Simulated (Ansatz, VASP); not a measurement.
# Ga4Sb3As in VASP and in Ansatz

File INCAR:

```
PREC = Accurate
ENCUT = 520
EDIFF = 1E-6
ISMEAR = 0
SIGMA = 0.1
LREAL = False
LASPH = True
NELM = 80
ALGO = Normal
ISIF = 2
LWAVE = False
LCHARG = True
GGA = PE
LELF = True
LVHAR = True
NBANDS = 46
```

Contents of KPOINTS:

```
Automatic mesh
0
Gamma
  4 4 4
```

POSCAR

```
Ga4Sb3As
1.0
   -2.8661227200      2.8661227200      5.7322454400
    2.8661227200     -2.8661227200      5.7322454400
    2.8661227200      2.8661227200     -5.7322454400
Ga Sb As
4 3 1
Direct
    0.6250000000      0.6250000000      0.5000000000
    0.1250000000      0.1250000000      0.5000000000
    0.8750000000      0.3750000000      0.0000000000
    0.3750000000      0.8750000000      0.0000000000
    0.5000000000      0.5000000000      0.0000000000
    0.7500000000      0.2500000000      0.5000000000
    0.2500000000      0.7500000000      0.5000000000
    0.0000000000      0.0000000000      0.0000000000
```

Input for Ansatz:

```yaml
crystal:
  lattice:
    - [-2.86612272, 2.86612272, 5.73224544]
    - [2.86612272, -2.86612272, 5.73224544]
    - [2.86612272, 2.86612272, -5.73224544]
  atoms:
    - { symbol: Ga, position: [0.625, 0.625, 0.5] }
    - { symbol: Ga, position: [0.125, 0.125, 0.5] }
    - { symbol: Ga, position: [0.875, 0.375, 0.0] }
    - { symbol: Ga, position: [0.375, 0.875, 0.0] }
    - { symbol: Sb, position: [0.5, 0.5, 0.0] }
    - { symbol: Sb, position: [0.75, 0.25, 0.5] }
    - { symbol: Sb, position: [0.25, 0.75, 0.5] }
    - { symbol: As, position: [0.0, 0.0, 0.0] }
basis:
  ecutwfc: 420
kpoints:
  mp_grid: { grid: [4, 4, 4] }
hamiltonian:
  xc: pbe
scf:
  occupations: { method: gaussian, width: 0.1 }
  lower_state_search: "off"
output:
  forces: true
  stress: true
  eigenvalues: true
```

Alike in both runs: task single point; functional PBE; k mesh 4 × 4 × 4; occupations gaussian, width 0.1 eV; no spin polarisation.

|  | VASP | Ansatz |
| --- | --- | --- |
| version | VASP 6.6.1 | Ansatz 0.2.0 |
| potentials or method | VASP PAW PBE potentials, release 64 (Ga_d, Sb, As) | scalar-relativistic, plane waves, PAW |
| plane-wave cutoff (eV) | 520 | 420 |
| valence electrons in the cell | 72 | 112 |

|  | VASP | Ansatz | Ansatz less VASP |
| --- | --- | --- | --- |
| gap on the k mesh at the Fermi level (eV) | 0.53 | 0.54 | +0.008 |
| least direct gap on the mesh (eV) | 0.82 | 0.82 | +0.008 |
| pressure (GPa) | 14.6 | 14.5 | -0.17 |
| largest component of the traceless stress (GPa) | 0.05 | 0.05 | 0.000 |
| rms of the force components (eV/Å) | 0.569 | 0.568 | -0.0012 |

Atom by atom the forces differ by 0.001 eV/Å (rms over components). The two sets of potentials don't hold the same shells in valence.

Caveats: spin-orbit coupling is left out, which moves the levels of the heavy elements; forces of over 1 eV/Å show positions far from the minimum, so gaps and moduli don't describe the material at rest. A hybrid or GW would open this gap; PBE tends to underestimate it. A k mesh can miss the band edges.
